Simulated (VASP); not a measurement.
Data:

```
CELL_PARAMETERS angstrom
      0.00000     2.99697     2.99697
      2.99697     0.00000     2.99697
      2.99697     2.99697     0.00000
ATOMIC_POSITIONS crystal
  Al 0.25000 0.25000 0.25000
  Al 0.75000 0.75000 0.75000
  Au 0.00000 0.00000 0.00000
```

Method: PBEsol GGA, VASP's PBE PAW potentials (set 64) (plane waves; VASP). Run with 480 eV cut-off, 8×8×8 Γ-centred mesh, first-order Methfessel-Paxton smearing of 0.10 eV, potentials Al Au.

Each row applies one change to this cell, which was relaxed at other settings and keeps the small stress of the first row; at a fixed cut-off the stress holds a Pulay part, so it need not integrate to ΔE exactly. Stress is in GPa, positive when the cell is compressed.

| change | ΔE (meV/atom) | σxx | σyy | σzz | largest shear component, with its sign (GPa) | largest force (eV/Å) |
|---|---|---|---|---|---|---|
| none | 0.0 | 0.17 | 0.17 | 0.17 | 0.00 | 0.000 |
| atom 3 (Au) moved by 0.150 Å along z | 30.7 | 1.54 | 1.54 | 0.36 | 0.00 | 1.233 |
| atom 1 (Al) moved by -0.050 Å along x | 2.0 | 0.22 | 0.26 | 0.26 | 1.09 | 0.250 |
| biaxial strain of -4.0 % in the xz plane | 51.1 | 12.70 | 10.01 | 12.70 | 0.00 | 0.000 |
| biaxial strain of -1.5 % in the yz plane | 6.6 | 3.77 | 4.07 | 4.07 | 0.00 | 0.000 |
| atom 2 (Al) moved by -0.100 Å along x | 8.4 | 0.50 | 0.56 | 0.56 | -2.00 | 0.536 |
| atom 3 (Au) moved by 0.025 Å along z | 0.9 | 0.18 | 0.18 | 0.15 | 0.00 | 0.205 |
| atom 3 (Au) moved by -0.025 Å along z | 0.9 | 0.18 | 0.18 | 0.15 | 0.00 | 0.205 |

Failed runs are left out, and for metals the shear rows, which the mesh's noise covers.

The compound is AuAl2 in the fluorite structure. The electron count is odd and the run is not spin-polarised, which forces a metal.
